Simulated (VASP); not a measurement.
Input:

```
CoGe
1.0
    2.86997     0.00000     0.00000
    0.00000     2.86997     0.00000
    0.00000     0.00000     2.86997
Co Ge
1 1
Direct
  0.00000   0.00000   0.00000
  0.50000   0.50000   0.50000
```
Starting moments (μB, in the order of the record's atoms Co Ge): 3.0 0.0.

Calculation: PBE GGA + U (Dudarev), VASP's PBE PAW potentials (set 64) (plane waves; VASP). Settings: 400 eV cut-off, 11×11×11 Γ-centred mesh, first-order Methfessel-Paxton smearing of 0.10 eV, potentials Co Ge_d, U − J: Co 5.00 eV.

Give the stress tensor in GPa (positive for a compressed cell).

```
9.12  0.00  0.00
0.00  9.12  0.00
0.00  0.00  9.12
```
The pressure is its mean diagonal, 9.12 GPa.

The structure was generated: CoGe was put into the CsCl type (Pm-3m), which need not be its known phase. The cell was not relaxed at this level. The run is one of a series of settings (LDAU = .TRUE., LDAUJ = 0 0, LDAUL = 2 -1, LDAUTYPE = 2, LDAUU = 5.0 0 against the base run), some of them coarse on purpose.
